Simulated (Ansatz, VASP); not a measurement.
## Cross-check of Pt between VASP and Ansatz

Aim: how closely do two programs agree when they are given the same cell, functional and k mesh? The cell is taken from a series of runs on this material, whose earlier steps may have relaxed, scaled, displaced or heated it; both programs get it as it stands.

Program: Ansatz 0.2.0. Level of theory: plane waves, with VASP 6.6.1 beside it; elastic constants at PBE. Results are calculated unless marked as measured.

## 1. The structure

It takes space group Fm-3m (No. 225, cubic). Conventional cell: a = 3.974 Å, b = 3.974 Å, c = 3.974 Å, α = 90.00°, β = 90.00°, γ = 90.00°. Nearest to Pt lie 12 Pt at 2.81 Å.

## 2. Ansatz: elastic constants, PBE

Ansatz runs on its default PAW (the set named soft_2) files.

Elastic constants are differences of stresses under small strains, so they test the stress and the mesh.

input.yaml

```yaml
crystal:
  lattice:
    - [0.0, 1.9870938293, 1.9870938293]
    - [1.9870938293, 0.0, 1.9870938293]
    - [1.9870938293, 1.9870938293, 0.0]
  atoms:
    - { symbol: Pt, position: [0.0, 0.0, 0.0] }
kpoints:
  mp_grid: { grid: [22, 22, 22] }
hamiltonian:
  xc: pbe
scf:
  occupations: { method: fermi_dirac, width: 0.15 }
output:
  forces: true
  stress: true
  eigenvalues: true
elastic:
  mode: relaxed_ion
  amplitude: 0.01
```

On the command line:

```sh
ansatz run input.yaml --threads 4 --pin off --max-ram 14336MiB --backend cpu --events-out ev --progress --plain --runs-dir out
```

Numbers of over 12 decimals in the logs are rounded to 6 here.

The program printed:

```text
Engine: ansatz 0.2.0, aarch64-unknown-linux-gnu
Pseudopotentials: kind: paw
Pseudopotential: Pt, paw, valence charge 18, recommended cutoff 420 eV (normal), Pt.paw.azcp
Functional definition: PBE
  parameter kappa = 0.804
  parameter beta = 0.066725
  exchange = pbe_x(kappa = kappa, mu = beta*pi^2/3)
  correlation = pbe_c(beta = beta)
Crystal: 1 atoms, lattice volume = 15.692 Å³
Basis set: ecut = 420 eV, 331 PW (Γ), exchange–correlation on 40×40×40 points (8 copies of the dense FFT grid, shifted against one another)
Bands: 13, of which v1, the nominal top of the filled ones, is band 9 counted from 1 (8 counted from 0)
Symmetry: 48 space group operations
Space group: Fm-3m (ITA 225), of the structure as read, at distance tolerance 2.5e-5 Å
k-points: 328 of 10648
Non-local potential: Pt, projectors of the file, l = 0: 3, l = 1: 2, l = 2: 2, l = 3: 1
PAW form: soft (Blöchl's): semilocal exchange-correlation on the pseudo side does not see the compensation charge
PAW one-centre angular grid: Pt, 590 points (default); XC on 64 Gauss nodes
Initial density: superposition of atomic densities (neutral atoms: chi_scale 0, normalization atom), corrected by the library's trained network
Initial wavefunctions: pseudopotential atomic-orbital guess
Functional: x = pbe(κ = 0.804, μ = 0.219515), c = pbe(β = 0.066725)
SCF iter   1: F=—  HF=-12523.078439 eV  |F-HF|=—  |Δ(HF+E_count)|=         —  Δρ=2.62e-3  dr2=1.49e-4  ethr=1.77e-3  ⟨swp⟩=5.0  Hψ=22580  notcnv=0
preconditioner: auto → none  [metal: Δε(μ)=0.010 eV  Ē_g=13.847 eV  σ=0.150 eV  W_gap=0.02  n_scr=8 (ndim 8)  ℏωp=29.6 eV  f_vac=0.000  D(μ)=1.60/eV (n_scr^D=14)  sad-step TF]
SCF iter   2: F=—  HF=-12523.078831 eV  |F-HF|=—  |Δ(HF+E_count)|=   3.93e-4  Δρ=1.49e-3  dr2=5.69e-5  ethr=8.30e-7  ⟨swp⟩=2.3  Hψ=9772  notcnv=0
SCF iter   3: F=—  HF=-12523.079016 eV  |F-HF|=—  |Δ(HF+E_count)|=   1.85e-4  Δρ=3.74e-4  dr2=2.22e-5  ethr=3.16e-7  ⟨swp⟩=2.0  Hψ=5986  notcnv=0
SCF iter   4: F=—  HF=-12523.079009 eV  |F-HF|=—  |Δ(HF+E_count)|=   7.45e-6  Δρ=1.03e-4  dr2=1.10e-6  ethr=1.23e-7  ⟨swp⟩=2.6  Hψ=6090  notcnv=0
SCF iter   5: F=—  HF=-12523.079007 eV  |F-HF|=—  |Δ(HF+E_count)|=   2.29e-6  Δρ=2.93e-5  dr2=5.05e-8  ethr=6.13e-9  ⟨swp⟩=2.2  Hψ=5709  notcnv=0
SCF iter   6: F=—  HF=-12523.079007 eV  |F-HF|=—  |Δ(HF+E_count)|=   1.47e-9  Δρ=3.47e-6  dr2=1.56e-9  ethr=2.81e-10  ⟨swp⟩=2.1  Hψ=5748  notcnv=0
SCF iter   7: F=—  HF=-12523.079007 eV  |F-HF|=—  |Δ(HF+E_count)|=  3.17e-10  Δρ=1.25e-6  dr2=2.15e-10  ethr=8.66e-12  ⟨swp⟩=1.1  Hψ=4403  notcnv=0
SCF iter   8: F=—  HF=-12523.079007 eV  |F-HF|=—  |Δ(HF+E_count)|=  5.82e-11  Δρ=2.73e-7  dr2=1.01e-11  ethr=1.20e-12  ⟨swp⟩=1.9  Hψ=5414  notcnv=0
SCF iter   9: F=-12523.079007 eV  HF=-12523.079007 eV  |F-HF|=3.64e-12  |Δ(HF+E_count)|=    0.00e0  Δρ=1.90e-8  dr2=4.99e-14  ethr=1.00e-12  ⟨swp⟩=3.1  Hψ=16718  notcnv=0
SCF 1 converged in 9 iterations: F = -12523.079007 eV  dr2 = 4.99e-14
  greatest PAW one-centre occupation: 1.000 electrons in one spin orbital (limit 2), on the Pt atom at site 0 (counted from 0), in its partial waves of l = 0
Crystal: 1 atoms, lattice volume = 15.378 Å³
Basis set: ecut = 420 eV, 307 PW (Γ), exchange–correlation on 40×40×40 points (8 copies of the dense FFT grid, shifted against one another)
Symmetry: 16 space group operations
k-points: 834 of 10648
Initial density: handed on by an earlier stage of this run
Initial wavefunctions: those handed on with the density
iter 1 solved again at ethr=4.57e-6 eV; its pass at ethr=3.10e-3 eV (dr2=8.23e-4 eV) is discarded
[...]
preconditioner: auto → none  [metal: Δε(μ)=0.001 eV  Ē_g=14.064 eV  σ=0.150 eV  W_gap=0.00  n_scr=8 (ndim 8)  ℏωp=29.9 eV  f_vac=0.000  D(μ)=1.56/eV (n_scr^D=14)]
[...]
SCF 2 converged in 7 iterations: F = -12523.072770 eV  dr2 = 3.18e-14
Crystal: 1 atoms, lattice volume = 16.006 Å³
[...]
SCF 5 converged in 4 iterations: F = -12523.077481 eV  dr2 = 1.75e-14
Crystal: 1 atoms, lattice volume = 15.691 Å³
Basis set: ecut = 420 eV, 319 PW (Γ), exchange–correlation on 40×40×40 points (8 copies of the dense FFT grid, shifted against one another)
Symmetry: 8 space group operations
k-points: 1530 of 10648
[...]
preconditioner: auto → none  [metal: Δε(μ)=0.000 eV  Ē_g=13.857 eV  σ=0.150 eV  W_gap=0.00  n_scr=8 (ndim 8)  ℏωp=29.6 eV  f_vac=0.000  D(μ)=1.59/eV (n_scr^D=14)]
[...]
SCF 6 converged in 8 iterations: F = -12523.077435 eV  dr2 = 1.53e-14
[...]
preconditioner: auto → none  [metal: Δε(μ)=0.003 eV  Ē_g=13.859 eV  σ=0.150 eV  W_gap=0.00  n_scr=8 (ndim 8)  ℏωp=29.6 eV  f_vac=0.000  D(μ)=1.59/eV (n_scr^D=14)]
[...]
SCF iter   5: F=—  HF=-12523.077435 eV  |F-HF|=—  |Δ(HF+E_count)|=  9.93e-10  Δρ=4.75e-7  dr2=6.30e-12  ethr=7.03e-13 (applied; sched 1.00e-12)  ⟨swp⟩=2.1  Hψ=28124  notcnv=0
SCF iter   6: F=-12523.077435 eV  HF=-12523.077435 eV  |F-HF|=0.00e0  |Δ(HF+E_count)|=  1.46e-11  Δρ=1.84e-8  dr2=1.47e-14  ethr=1.00e-12  ⟨swp⟩=3.0  Hψ=81444  notcnv=0
SCF 7 converged in 6 iterations: F = -12523.077435 eV  dr2 = 1.47e-14
SCF iter   1: F=—  HF=-12523.078615 eV  |F-HF|=—  |Δ(HF+E_count)|=         —  Δρ=1.57e-5  dr2=1.35e-9  ethr=1.00e-12  ⟨swp⟩=8.6  Hψ=160365  notcnv=0
preconditioner: auto → none  [metal: Δε(μ)=0.001 eV  Ē_g=13.853 eV  σ=0.150 eV  W_gap=0.00  n_scr=8 (ndim 8)  ℏωp=29.6 eV  f_vac=0.000  D(μ)=1.60/eV (n_scr^D=14)]
SCF iter   2: F=—  HF=-12523.078615 eV  |F-HF|=—  |Δ(HF+E_count)|=   6.88e-8  Δρ=7.71e-6  dr2=2.41e-10  ethr=1.00e-12  ⟨swp⟩=2.5  Hψ=46332  notcnv=0
SCF iter   3: F=—  HF=-12523.078615 eV  |F-HF|=—  |Δ(HF+E_count)|=   2.25e-8  Δρ=1.15e-6  dr2=6.45e-12  ethr=1.00e-12  ⟨swp⟩=1.0  Hψ=19890  notcnv=0
SCF iter   4: F=-12523.078615 eV  HF=-12523.078615 eV  |F-HF|=0.00e0  |Δ(HF+E_count)|=  5.06e-10  Δρ=4.28e-8  dr2=8.60e-14  ethr=1.00e-12  ⟨swp⟩=3.7  Hψ=77040  notcnv=0
SCF 8 converged in 4 iterations: F = -12523.078615 eV  dr2 = 8.60e-14
SCF iter   1: F=—  HF=-12523.078615 eV  |F-HF|=—  |Δ(HF+E_count)|=         —  Δρ=1.57e-5  dr2=1.35e-9  ethr=1.00e-12  ⟨swp⟩=8.8  Hψ=161722  notcnv=0
SCF iter   2: F=—  HF=-12523.078615 eV  |F-HF|=—  |Δ(HF+E_count)|=   6.88e-8  Δρ=7.71e-6  dr2=2.41e-10  ethr=1.00e-12  ⟨swp⟩=2.5  Hψ=46304  notcnv=0
SCF iter   3: F=—  HF=-12523.078615 eV  |F-HF|=—  |Δ(HF+E_count)|=   2.25e-8  Δρ=1.15e-6  dr2=6.42e-12  ethr=1.00e-12  ⟨swp⟩=1.0  Hψ=19890  notcnv=0
SCF iter   4: F=-12523.078615 eV  HF=-12523.078615 eV  |F-HF|=0.00e0  |Δ(HF+E_count)|=  5.06e-10  Δρ=4.18e-8  dr2=7.75e-14  ethr=1.00e-12  ⟨swp⟩=3.7  Hψ=76820  notcnv=0
SCF 9 converged in 4 iterations: F = -12523.078615 eV  dr2 = 7.75e-14
SCF converged after 9 iterations
Free energy (F): -12523.079007 eV
Harris-Foulkes:  -12523.079007 eV  (|F-HF|=3.64e-12)
Internal energy: -12522.965954 eV  (E = F + TS)
E sigma→0 (E₀):  -12523.022480 eV
Entropy (-TS):   -0.113053 eV (-113.053 meV/atom)
Fermi energy:    22.219520 eV
--- Per-component energies (eV) ---
  E_band       = -146.645820
  E_kinetic    = 636.948361
  E_local      = -1513.618265  (includes V_loc(G=0)·N_el)
  E_nonlocal   = 199.852268
  E_hartree    = 560.502623
  E_xc         = -261.553549
  E_vxc        = -302.536743  (∫ρ·V_xc dr)
  E_paw        = -9453.905370  (= ΣΔE_a)
  E_vpaw       = -288.296900  (= ΣTr[D̂ρ^β])
  E_aug_tail   = 0.000203  (compensation charges beyond the density's cutoff)
  E_ewald      = -2691.192225
  E_smearing   = -0.113053  (= −TS)
  E_closure    = 0.000000  (closes the sum)
  Σ components = -12523.079007   (vs F -12523.079007, Δ=0.00e0)
--- Forces (eV/Å), atoms counted from 1 ---
  atom   1  Pt    -0.00000000     0.00000000     0.00000000
  max |Σ_I F_I| component: 6.16e-32 eV/Å
--- Stress (GPa, compression-positive) ---
       -0.001180       0.000000      -0.000000
       -0.000000      -0.001180      -0.000000
       -0.000000      -0.000000      -0.001180
  P = ⅓ Tr σ = -0.0012 GPa (-0.012 kbar)
--- Band table (eV; the first three rows and the last of 328) ---
  k-point 0: bands = [... 5 lower, 18.6329, 18.6329, 18.6329, 20.6551, 20.6551, 36.9099, 41.6282, 41.6282]
  k-point 1: bands = [... 5 lower, 18.5977, 18.6649, 18.6649, 20.6374, 20.6374, 37.0313, 41.1649, 41.7469]
  k-point 2: bands = [... 5 lower, 18.5021, 18.7528, 18.7528, 20.5943, 20.5943, 37.3720, 40.1152, 42.0947]
  k-point 327: bands = [... 5 lower, 17.5813, 18.2737, 20.3743, 22.6557, 29.0676, 29.7055, 30.8178, 33.8972]
--- Elastic constants: 2 strain directions × 4 members + reference (group order 48) ---
  dense FFT box of the reference and of every strained cell: 20×20×20
  strains applied: 11, 23; error gains: componentwise 1.00 (the most a stress slope's error grows in a printed constant), spectral 1.73 (1 for all six strains in a standard setting)
  C = ∂σ_k/∂η_j (tension-positive GPa; Voigt order 11 22 33 23 13 12):
       305.310    213.729    213.729      0.000     -0.000     -0.000
       213.729    305.310    213.729     -0.000     -0.000      0.000
       213.729    213.729    305.310     -0.000      0.000     -0.000
         0.000     -0.000      0.000     79.961      0.000      0.000
         0.000      0.000     -0.000     -0.000     79.961      0.000
         0.000     -0.000     -0.000     -0.000      0.000     79.961
  reference stress σ⁰ (GPa):      0.001      0.001      0.001      0.000      0.000      0.000
  C* (energy form; C + prestress term) asymmetry max|C*_kj − C*_jk| = 1.705e-13 GPa — a small one proves nothing (zero by symmetry where the batch's group is 432, −43m or m−3m); a large one is finite-difference/SCF noise where every solve meets its electron count
  moduli (Voigt/Reuss/Hill, GPa): K = 244.26/244.26/244.26   G = 66.29/61.58/63.94   E = 176.42   ν = 0.380
  mechanically stable: yes (min eigenvalue of sym C = 79.96 GPa)
  strain η (Voigt 11):  stress-route row diagonal C_11 = 305.31 GPa, energy-path curvature d²(F+E_count+ΔE)/dδ²/Ω₀ = 305.31 GPa
    cells at ±δ against ±2δ: C31 213.92 and 214.51 GPa, apart by 0.19 % of the column's largest entry
         δ    σ_11 (GPa)             F (eV)   n_scf  n_hpsi   n_pw
    -2.000e-2      -6.5028      -12523.0727700       7  217145    313   relax 0 steps, max|allowed force component| 0.00e0 eV/Å
    -1.000e-2      -3.1502      -12523.0774805       4  183507    323   relax 0 steps, max|allowed force component| 0.00e0 eV/Å
     1.000e-2       2.9582      -12523.0775423       4  187694    331   relax 0 steps, max|allowed force component| 0.00e0 eV/Å
     2.000e-2       5.7272      -12523.0732752       6  191088    331   relax 0 steps, max|allowed force component| 0.00e0 eV/Å
  strain η (Voigt 23):  stress-route row diagonal C_44 = 79.96 GPa, energy-path curvature d²(F+E_count+ΔE)/dδ²/Ω₀ = 79.96 GPa
    cells at ±δ against ±2δ: C44 80.08 and 80.44 GPa, apart by 0.45 % of the column's largest entry
         δ    σ_23 (GPa)             F (eV)   n_scf  n_hpsi   n_pw
    -2.000e-2      -1.6088      -12523.0774352       8  380630    322   relax 0 steps, max|allowed force component| 0.00e0 eV/Å
    -1.000e-2      -0.8008      -12523.0786154       4  323118    323   relax 0 steps, max|allowed force component| 0.00e0 eV/Å
     1.000e-2       0.8008      -12523.0786154       4  322001    323   relax 0 steps, max|allowed force component| 0.00e0 eV/Å
     2.000e-2       1.6088      -12523.0774352       6  350593    322   relax 0 steps, max|allowed force component| 0.00e0 eV/Å
```

In the SCF lines HF is the Harris–Foulkes energy and dr2 the Hartree energy of the density residual, in eV; the loop may stop once dr2 is under the threshold and the program's other checks hold. Hψ counts applications of the Hamiltonian.

(Part 1 of 2 ends here.)

[Lines on the potential files, build, host, timing and source positions are cut from VASP's logs without a mark.]

[Logs are printed without paths, hosts, clocks, repeated set-up lines and the standing remarks that a program may print on its own settings, such as how far it seeks lower states.]

[Hosts, paths, dates, database ids (printed as entryN), source tags and the programs' standing remarks are cut or masked in the printed files.]
